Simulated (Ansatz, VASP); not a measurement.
# Cross-check of Pt3PbC between VASP and Ansatz, part 2 of 2

Aim: how closely do two programs agree when they are given the same cell, functional and k mesh? The cell is taken from a series of runs on this material, whose earlier steps may have relaxed, scaled, displaced or heated it; both programs get it as it stands.

VASP 6.6.1 and Ansatz 0.2.0.

So far: Set-up; VASP: relaxation of cell and atoms, PBEsol, pair 1.

## (3) Ansatz: relaxation of cell and atoms, PBEsol, pair 1

Level of this step: Ansatz beside VASP: Kohn-Sham DFT, plane waves, PBEsol (Ansatz).

Ansatz runs on its PAW soft_1 files.

The same cell, functional, mesh and smearing now go to Ansatz, which takes its cutoff from its data sets.

File input.yaml:

```yaml
crystal:
  lattice:
    - [3.9153095995, 0.0, 0.0]
    - [0.0, 3.9153095995, 0.0]
    - [0.0, 0.0, 5.1789042967]
  atoms:
    - { symbol: Pt, position: [0.0, 0.5, 0.5369148226] }
    - { symbol: Pt, position: [0.5, 0.0, 0.5369148226] }
    - { symbol: Pt, position: [0.5, 0.5, 0.990533391] }
    - { symbol: Pb, position: [0.0, 0.0, 0.0045279828] }
    - { symbol: C, position: [0.5, 0.5, 0.3828434455] }
kpoints:
  mp_grid: { grid: [10, 10, 8] }
hamiltonian:
  xc: pbesol
  pseudopotentials: { kind: paw, azcp: { folder: soft_1 }, xc_functional: pbe }
scf:
  occupations: { method: methfessel_paxton, width: 0.2 }
output:
  forces: true
  stress: true
  eigenvalues: true
relax:
  adjacent_minimum: "off"
  f_tol: 0.001
  max_steps: 60
  cell: { stress_tol: 0.01 }
```

Run with:

```bash
$ ansatz run input.yaml --threads 4 --pin off --max-ram 10240MiB --backend cpu --events-out ev --progress --plain --runs-dir out
```

Numbers of over 12 decimals in the logs are rounded to 6 here.

Log:

```text
Engine: ansatz 0.2.0, aarch64-unknown-linux-gnu
Pseudopotentials: kind: paw
Pseudopotential: Pt, paw, valence charge 18, recommended cutoff 420 eV (normal), soft_1/Pt.paw.azcp
Pseudopotential: Pb, paw, valence charge 14, recommended cutoff 420 eV (normal), soft_1/Pb.paw.azcp
Pseudopotential: C, paw, valence charge 4, recommended cutoff 420 eV (normal), soft_1/C.paw.azcp
Functional definition: PBEsol
  exchange = pbesol_x
  correlation = pbesol_c
Crystal: 5 atoms, lattice volume = 79.391 Å³
Basis set: ecut = 420 eV, 1561 PW (Γ), exchange–correlation on 54×54×72 points (8 copies of the dense FFT grid, shifted against one another)
Bands: 44, of which v1, the nominal top of the filled ones, is band 36 counted from 1 (35 counted from 0)
Symmetry: 8 space group operations
Space group: P4mm (ITA 99), of the structure as read, at distance tolerance 4.3e-5 Å
k-points: 105 of 800 (time reversal used)
Non-local potential: Pt, projectors of the file, l = 0: 3, l = 1: 2, l = 2: 2, l = 3: 1
Non-local potential: Pb, projectors of the file, l = 0: 2, l = 1: 2, l = 2: 2, l = 3: 1
Non-local potential: C, projectors of the file, l = 0: 2, l = 1: 2, l = 2: 1
PAW form: soft (Blöchl's): semilocal exchange-correlation on the pseudo side does not see the compensation charge
PAW frozen core: Pt, regenerated for the run's functional, and the local potential with it (the file was generated under x = pbe(κ = 0.804, μ = 0.219515), c = pbe(β = 0.066725))
PAW frozen core: Pb, regenerated for the run's functional, and the local potential with it (the file was generated under x = pbe(κ = 0.804, μ = 0.219515), c = pbe(β = 0.066725))
PAW frozen core: C, regenerated for the run's functional, and the local potential with it (the file was generated under x = pbe(κ = 0.804, μ = 0.219515), c = pbe(β = 0.066725))
PAW one-centre angular grid: Pt, 590 points (default); XC on 64 Gauss nodes
PAW one-centre angular grid: Pb, 590 points (default); XC on 64 Gauss nodes
PAW one-centre angular grid: C, 110 points (default); XC on 64 Gauss nodes
Initial density: superposition of atomic densities (chi_scale 0.1, normalization cell, long waves kept (reshape's long-wave potential 0.01 eV rms))
Initial wavefunctions: pseudopotential atomic-orbital guess
Functional: x = pbesol(κ = 0.804, μ = 0.123457), c = pbesol(β = 0.046)
SCF iter   1: F=—  HF=-49160.727379 eV  |F-HF|=—  |Δ(HF+E_count)|=         —  Δρ=9.15e-2  dr2=8.10e0  ethr=3.10e-3  ⟨swp⟩=6.7  Hψ=16911  notcnv=0
preconditioner: auto → Kerker (q_TF=auto, 2.684 Å⁻¹)  [metal: Δε(μ)=0.046 eV  Ē_g=11.001 eV  σ=0.200 eV  W_gap=0.19  n_scr=28 (ndim 8)  ℏωp=28.9 eV  f_vac=0.000  D(μ)=1.03/eV (n_scr^D=2)]
SCF iter   2: F=—  HF=-49159.355242 eV  |F-HF|=—  |Δ(HF+E_count)|=    1.37e0  S|Δr|=    0.00e0  Δρ=4.64e-2  dr2=2.19e0  ethr=3.10e-3  ⟨swp⟩=2.5  Hψ=8251  notcnv=0  defer=199
SCF iter   3: F=—  HF=-49158.882637 eV  |F-HF|=—  |Δ(HF+E_count)|=   4.73e-1  S|Δr|=    0.00e0  Δρ=6.33e-3  dr2=3.38e-2  ethr=3.04e-3  ⟨swp⟩=2.0  Hψ=6860  notcnv=0  defer=199
SCF iter   4: F=—  HF=-49158.875556 eV  |F-HF|=—  |Δ(HF+E_count)|=   7.08e-3  S|Δr|=    0.00e0  Δρ=1.22e-3  dr2=2.05e-3  ethr=4.70e-5  ⟨swp⟩=1.8  Hψ=7653  notcnv=0  defer=187
SCF iter   5: F=—  HF=-49158.875107 eV  |F-HF|=—  |Δ(HF+E_count)|=   4.49e-4  S|Δr|=    0.00e0  Δρ=3.51e-4  dr2=1.38e-4  ethr=2.85e-6  ⟨swp⟩=2.2  Hψ=6540  notcnv=0  defer=187
SCF iter   6: F=—  HF=-49158.875071 eV  |F-HF|=—  |Δ(HF+E_count)|=   3.61e-5  S|Δr|=    0.00e0  Δρ=9.15e-5  dr2=1.44e-5  ethr=1.92e-7  ⟨swp⟩=2.1  Hψ=6387  notcnv=0  defer=187
SCF iter   7: F=—  HF=-49158.875070 eV  |F-HF|=—  |Δ(HF+E_count)|=   4.88e-7  S|Δr|=    0.00e0  Δρ=2.86e-5  dr2=1.34e-6  ethr=2.00e-8  ⟨swp⟩=2.1  Hψ=6247  notcnv=0  defer=187
SCF iter   8: F=—  HF=-49158.875070 eV  |F-HF|=—  |Δ(HF+E_count)|=   2.97e-7  S|Δr|=    0.00e0  Δρ=9.06e-6  dr2=1.89e-7  ethr=1.86e-9  ⟨swp⟩=2.1  Hψ=6363  notcnv=0  defer=187
SCF iter   9: F=-49158.875070 eV  HF=-49158.875070 eV  |F-HF|=1.07e-8  |Δ(HF+E_count)|=   3.64e-8  S|Δr|=    0.00e0  Δρ=2.47e-6  dr2=1.31e-8  ethr=1.39e-10  ⟨swp⟩=10.7  Hψ=19648  notcnv=0
SCF 1 converged in 9 iterations: F = -49158.875070 eV  dr2 = 1.31e-8
  greatest PAW one-centre occupation: 1.000 electrons in one spin orbital (limit 2), on the Pt atom at site 2 (counted from 0), in its partial waves of l = 0
relax step   1: F+E_penalty+E_count = -49158.87506991 eV  Δ(F+E_penalty+E_count) = +0.000e0 eV  max|allowed force component| = 2.049e-2 eV/Å  Δτ_max = 0.0000 Å  P = -0.023 GPa  Ω = 79.391 Å³  (9 SCF iters, dr2 threshold 1.00e-7 eV, accepted)
[...]
relax step   6: F+E_penalty+E_count = -49158.87516441 eV  Δ(F+E_penalty+E_count) = -2.878e-6 eV  max|allowed force component| = 6.146e-4 eV/Å  Δτ_max = 0.0037 Å  P = -0.005 GPa  Ω = 79.475 Å³  energy of the carried Pulay correction = -5.110e-5 eV  (5 SCF iters, dr2 threshold 6.35e-9 eV, accepted)
[...]
relax step   7: F+E_penalty+E_count = -49158.87516016 eV  Δ(F+E_penalty+E_count) = +4.252e-6 eV  max|allowed force component| = 5.367e-4 eV/Å  Δτ_max = 0.0013 Å  P = +0.000 GPa  Ω = 79.484 Å³  energy of the carried Pulay correction = -5.642e-5 eV  (8 SCF iters, accepted)
[...]
relax step   8: F+E_penalty+E_count = -49158.87521672 eV  Δ(F+E_penalty+E_count) = -5.656e-5 eV  max|allowed force component| = 5.410e-4 eV/Å  Δτ_max = 0.0000 Å  P = +0.001 GPa  Ω = 79.484 Å³  stress off target by 2.13e-3 GPa  SCF on the basis re-selected at this cell (its energy is not comparable with the rows above)  (5 SCF iters)
basis re-selected at this cell: Δ(F+E_penalty+E_count) = -5.656e-5 eV, ΔP = +0.000 GPa vs the last step (what re-selecting the basis moved, of the pressure what is left beyond the Pulay correction that the steps carried, after the strain that the cell walked since its last selection, with what the two solves' SCF thresholds leave and, on support functions, any second-order correction that the steps lacked; it is no m [...]
SCF converged after 5 iterations
Stability not checked: this state was not tested for a lower state beside it, because cold or Methfessel-Paxton smearing, or corrected tetrahedra, fill the levels in a way that the test cannot read (fill_not_monotonic; see scf.lower_state_search)
Free energy (F): -49158.875217 eV
Harris-Foulkes:  -49158.875217 eV  (|F-HF|=1.46e-11)
Internal energy: -49158.875159 eV  (E = F + TS)
E sigma→0 (E₀):  -49158.875202 eV
Entropy (-TS):   -0.000058 eV (-0.012 meV/atom)
Fermi energy:    18.540080 eV
--- Per-component energies (eV) ---
  E_band       = -553.429026
  E_kinetic    = 2172.158416
  E_local      = -6176.415986  (includes V_loc(G=0)·N_el)
  E_nonlocal   = 954.239427
  E_hartree    = 2374.306530
  E_xc         = -944.119265
  E_vxc        = -1008.951839  (∫ρ·V_xc dr)
  E_paw        = -38379.174370  (= ΣΔE_a)
  E_vpaw       = -1243.075465  (= ΣTr[D̂ρ^β])
  E_aug_tail   = 0.003332  (compensation charges beyond the density's cutoff)
  E_ewald      = -9160.817607
  E_core_change = 0.944364  (= ΣΔE_core)
  E_smearing   = -0.000058  (= −TS)
  E_closure    = -0.000000  (closes the sum)
  Σ components = -49158.875217   (vs F -49158.875217, Δ=0.00e0)
--- Forces (eV/Å), atoms counted from 1 ---
  atom   1  Pt    -0.00000000     0.00000000    -0.00010946
  atom   2  Pt     0.00000000     0.00000000    -0.00010946
  atom   3  Pt    -0.00000000     0.00000000    -0.00037026
  atom   4  Pb    -0.00000000     0.00000000     0.00004827
  atom   5  C     -0.00000000     0.00000000     0.00054100
  max |Σ_I F_I| component: 8.40e-8 eV/Å
--- Stress (GPa, compression-positive) ---
        0.002083      -0.000000       0.000000
       -0.000000       0.002083       0.000000
        0.000000       0.000000      -0.002133
  P = ⅓ Tr σ = 0.0007 GPa (0.007 kbar)
--- Band table (eV; the first three rows and the last of 105) ---
  k-point 0: bands = [... 32 lower, 17.1903, 17.5456, 17.5585, 17.5585, 18.5046, 19.3705, 21.1634, 21.1634, ... 4 higher]
  k-point 1: bands = [... 32 lower, 17.1234, 17.8766, 17.8766, 18.0107, 18.5046, 19.5871, 21.1689, 21.1689, ... 4 higher]
  k-point 2: bands = [... 32 lower, 17.0150, 18.5047, 18.5153, 18.5153, 18.7883, 20.2234, 21.1427, 21.1427, ... 4 higher]
  k-point 104: bands = [... 32 lower, 16.8030, 16.9253, 17.2170, 17.2170, 17.6521, 18.1528, 19.6158, 19.6158, ... 4 higher]
--- Relaxed structure (7 steps of the walk, 7 accepted, 1 SCFs on fresh bases) ---
  F+E_penalty+E_count = -49158.87521672 eV   max|allowed force component| = 5.410e-4 eV/Å   (the final SCF, on the basis selected at the relaxed cell)
  cell:  # Å, volume = 79.4842 Å³
    - [3.915771, 0, 0.0]
    - [0, 3.915771, 0.0]
    - [0.0, 0.0, 5.183779]
  atoms:
    - { symbol: Pt, position: [0, 0.500000, 0.536345] }
    - { symbol: Pt, position: [0.500000, 0, 0.536345] }
    - { symbol: Pt, position: [0.500000, 0.500000, 0.992413] }
    - { symbol: Pb, position: [0, 0, 0.00279149] }
    - { symbol: C, position: [0.500000, 0.500000, 0.383841] }
```

## (4) Differences

Known differences besides the potentials themselves: the data sets hold 72 valence electrons in Ansatz (on its PAW soft_1 files) and 48 in VASP; the cutoff is 420 eV in Ansatz and 600 eV in VASP; Ansatz makes its cores anew for this functional, VASP keeps those of its PBE data sets; Ansatz adds a Pulay correction to the stress that steers its cell, VASP none. Total energies have different zeros and are not compared.

Both answers:

```
                                         quantity  Ansatz   VASP  difference
                                      volume (Å³)   79.48  79.27     +0.28 %
edge a after relaxation, in the typed setting (Å)   3.916  3.916     -0.01 %
edge c after relaxation, in the typed setting (Å)   5.184  5.169     +0.29 %
```

## (5) VASP: relaxation of cell and atoms, PBEsol, pair 2

The relaxed volume is the usual yardstick between codes: in a stiff, nearly cubic crystal its relative difference is about their pressure difference at one cell divided by the bulk modulus. This pair takes another cell of the material, with 10 atoms against 5 for the pair before.

File INCAR:

```
SYSTEM = Pt3PbC
PREC = Accurate
ENCUT = 600
EDIFF = 1E-07
NELM = 120
ISMEAR = 1
SIGMA = 0.2
LREAL = .FALSE.
ALGO = Normal
GGA = PS
NBANDS = 59
LASPH = .TRUE.
LORBIT = 11
LWAVE = .FALSE.
LCHARG = .FALSE.
ISIF = 3
IBRION = 2
NSW = 80
EDIFFG = -0.005
GGA_COMPAT = .FALSE.
NELMIN = 4
KPAR = 2
```

File POSCAR:

```
Pt3PbC
1.0
   -4.2811330000      0.0000000000      0.0000000000
    0.0000000000     -4.2811330000     -4.2811330000
    0.0000000000     -4.2811330000      4.2811330000
Pt Pb C
6 2 2
Direct
    0.0000000000      0.0000000000      0.4999998832
    0.0000000000      0.4999998832      0.0000000000
    0.4999998832      0.2406566206      0.2406566206
    0.4999998832      0.7593432626      0.7593432626
    0.4999998832      0.7593432626      0.2406567374
    0.4999998832      0.2406567374      0.7593432626
    0.0000000000      0.0000000000      0.0000000000
    0.0000000000      0.5000000000      0.5000000000
    0.4999998832      0.0000000000      0.4999998832
    0.4999998832      0.4999998832      0.0000000000
```

File KPOINTS:

```
Automatic mesh
0
Gamma
8 6 6
0 0 0
```

The projector-augmented-wave data sets are Pt, Pb_d and C (PBE family, release 64).

Run with:

```bash
$ mpirun -np 2 vasp_std
```

Log:

```text
[banner, memory and clock lines left out]
running    2 mpi-ranks, on    1 nodes
[...]
[... a notice as in an earlier step ...]

 LDA part: xc-table for (Slater+PW92), standard interpolation
 POSCAR, INCAR and KPOINTS ok, starting setup
[...]
entering main loop
       N       E                     dE             d eps       ncg     rms          rms(c)
DAV:   1     0.109305960659E+04    0.10931E+04   -0.48704E+04  5900   0.201E+03
DAV:   2     0.780846056046E+02   -0.10150E+04   -0.95831E+03  6306   0.512E+02
DAV:   3    -0.579714455752E+02   -0.13606E+03   -0.12285E+03  6757   0.185E+02
DAV:   4    -0.686907742200E+02   -0.10719E+02   -0.10263E+02  8016   0.488E+01
[...]
DAV:  13    -0.652377363394E+02    0.14789E-05   -0.29320E-05  7896   0.379E-02    0.176E-02
DAV:  14    -0.652377359018E+02    0.43763E-06   -0.30398E-06  8422   0.128E-02    0.425E-03
DAV:  15    -0.652377358828E+02    0.19018E-07   -0.38129E-07  5249   0.400E-03
   1 F= -.65237736E+02 E0= -.65240063E+02  d E =-.652377E+02
[... from here on, the cycles between the ionic steps are left out ...]
   2 F= -.65240092E+02 E0= -.65242898E+02  d E =-.235599E-02
   3 F= -.65240258E+02 E0= -.65243236E+02  d E =-.252215E-02
   4 F= -.65241497E+02 E0= -.65244690E+02  d E =-.123878E-02
   5 F= -.65244487E+02 E0= -.65248364E+02  d E =-.422908E-02
   6 F= -.65246617E+02 E0= -.65251957E+02  d E =-.635901E-02
   7 F= -.65246670E+02 E0= -.65251788E+02  d E =-.641153E-02
   8 F= -.65246670E+02 E0= -.65251834E+02  d E =-.641219E-02
   9 F= -.65246680E+02 E0= -.65251810E+02  d E =-.101961E-04
 trial-energy change:   -0.000010  1 .order   -0.000010   -0.000014   -0.000006
 step:   0.6233(harm=  0.7180)  dis= 0.00008  next Energy=   -65.246682 (dE=-0.115E-04)
 reached required accuracy - stopping structural energy minimisation
```

Parts of OUTCAR (step 5):

```text
  Total       -0.0257218      0.0102932      0.0102932      0.0000000      0.0000000      0.0000000
  in kB       -0.2620326      0.1048588      0.1048588      0.0000000      0.0000000      0.0000000
  external PRESSURE =      -0.0174383 kB  Pullay stress =       0.0000000 kB

 POSITION                                       TOTAL-FORCE (eV/Angst)
 -----------------------------------------------------------------------------------
     -0.00000     -2.12718      2.12718        -0.000000      0.000000     -0.000000
     -4.34469     -2.12718     -2.12718         0.000000      0.000000     -0.000000
     -2.17234     -2.02816      0.00000        -0.000000      0.004534     -0.000000
     -2.17234     -6.48056      0.00000         0.000000     -0.004534     -0.000000
     -2.17234     -4.25436     -2.22620         0.000000      0.000000     -0.004534
     -2.17234     -4.25436      2.22620        -0.000000      0.000000      0.004534
     -0.00000      0.00000     -0.00000        -0.000000      0.000000     -0.000000
      0.00000     -4.25436      0.00000        -0.000000      0.000000     -0.000000
     -2.17234     -6.38154     -2.12718        -0.000000      0.000000     -0.000000
     -2.17234     -2.12718     -2.12718         0.000000     -0.000000      0.000000
 -----------------------------------------------------------------------------------
    total drift:                               -0.000804     -0.000706      0.000000

  FREE ENERGIE OF THE ION-ELECTRON SYSTEM (eV)
  ---------------------------------------------------
  free  energy   TOTEN  =       -65.2466804225 eV

  energy  without entropy=      -65.2620686705  energy(sigma->0) =      -65.25180984

[... 1 part as in an earlier step ...]

[... 3 further parts left out ...]
[key lines of the parts left out:]
E-fermi :   9.7297
```

The run keeps the 16 symmetry operations of its start, so it cannot find a distortion of lower symmetry.

## (6) Ansatz: relaxation of cell and atoms, PBEsol, pair 2

The same cell, functional, mesh and smearing now go to Ansatz, which takes its cutoff from its data sets.

The cell is taken from a series of runs on this material, whose earlier steps may have relaxed, scaled, displaced or heated it; both programs get it as it stands.

File input.yaml:

```yaml
crystal:
  lattice:
    - [-4.2811329647, 0.0, 0.0]
    - [0.0, -4.2811329647, -4.2811329647]
    - [0.0, -4.2811329647, 4.2811329647]
  atoms:
    - { symbol: Pt, position: [1.0, 0.0, 0.5] }
    - { symbol: Pt, position: [1.0, 0.5, 0.0] }
    - { symbol: Pt, position: [0.5, 0.2406566789, 0.2406566789] }
    - { symbol: Pt, position: [0.5, 0.7593433211, 0.7593433211] }
    - { symbol: Pt, position: [0.5, 0.7593433211, 0.2406566789] }
    - { symbol: Pt, position: [0.5, 0.2406566789, 0.7593433211] }
    - { symbol: Pb, position: [0.0, 0.0, 0.0] }
    - { symbol: Pb, position: [0.0, 0.5, 0.5] }
    - { symbol: C, position: [0.5, 0.0, 0.5] }
    - { symbol: C, position: [0.5, 0.5, 0.0] }
kpoints:
  mp_grid: { grid: [8, 6, 6] }
hamiltonian:
  xc: pbesol
  pseudopotentials: { kind: paw, azcp: { folder: soft_1 }, xc_functional: pbe }
scf:
  occupations: { method: methfessel_paxton, width: 0.2 }
output:
  forces: true
  stress: true
  eigenvalues: true
  write_density: true
  write_potential: true
  elf: true
  volumetric_format: npy
relax:
  adjacent_minimum: "off"
  f_tol: 0.002
  max_steps: 120
  cell: { stress_tol: 0.03 }
```

Run with:

```bash
$ ansatz run input.yaml --threads 4 --pin off --max-ram 10240MiB --backend cpu --events-out ev --progress --plain --runs-dir out
```

Log:

```text
[...]
Crystal: 10 atoms, lattice volume = 156.930 Å³
Basis set: ecut = 420 eV, 3067 PW (Γ), exchange–correlation on 60×90×90 points (8 copies of the dense FFT grid, shifted against one another)
Bands: 87, of which v1, the nominal top of the filled ones, is band 72 counted from 1 (71 counted from 0)
Symmetry: 16 space group operations
[...]
k-points: 50 of 288
[...]
- { symbol: Pt, position: [1.0, 0.500000, 0.0] }
    - { symbol: Pt, position: [0.5, 0.238311, 0.238311] }
    - { symbol: Pt, position: [0.5, 0.761689, 0.761689] }
    - { symbol: Pt, position: [0.5, 0.761689, 0.238311] }
    - { symbol: Pt, position: [0.5, 0.238311, 0.761689] }
    - { symbol: Pb, position: [0, 0, 0] }
    - { symbol: Pb, position: [0, 0.500000, 0.500000] }
    - { symbol: C, position: [0.5, 0.0, 0.500000] }
    - { symbol: C, position: [0.5, 0.500000, 0.0] }
[key lines of the parts left out:]
SCF converged after 5 iterations
Free energy (F): -98316.187313 eV
Fermi energy:    18.483999 eV
P = ⅓ Tr σ = 0.0152 GPa (0.152 kbar)
```

## (7) Side by side

What differs besides the data sets and the points named for the pairs above, as far as they apply: the data sets hold 144 valence electrons in Ansatz (on its PAW soft_1 files) and 96 in VASP. Total energies have different zeros and are not compared.

Both answers:

```
                                         quantity  Ansatz    VASP  difference
                                      volume (Å³)  157.22  157.27     -0.03 %
edge a after relaxation, in the typed setting (Å)   4.344   4.345     -0.01 %
edge b after relaxation, in the typed setting (Å)   6.016   6.017     -0.01 %
```

## (8) Results

```json
{
 "difference in edge c after relaxation, in the typed setting (relaxation of cell and atoms, PBEsol, pair 1)": "0.29 %",
 "difference in volume (relaxation of cell and atoms, PBEsol, pair 2)": "-0.034 %"
}
```

What this shows: The difference in edge c after relaxation, in the typed setting is 0.29 % (relaxation of cell and atoms, PBEsol, pair 1), within the 1.2 % picked in this series as the mark of a large difference, as far as the stopping tolerances let one tell. The data sets hold unlike numbers of valence electrons (72 in Ansatz and 48 in VASP and 144 in Ansatz and 96 in VASP), so part of the differences comes from the potentials. Such differences can come from data sets, numerical settings and the points named under the comparisons, not from the functional's error against experiment.

[Lines on the potential files, build, host, timing and source positions are cut from VASP's logs without a mark.]

[Logs are printed without paths, hosts, clocks, repeated set-up lines and the standing remarks that a program may print on its own settings, such as how far it seeks lower states.]

[Hosts, paths, dates, database ids (printed as entryN), source tags and the programs' standing remarks are cut or masked in the printed files.]
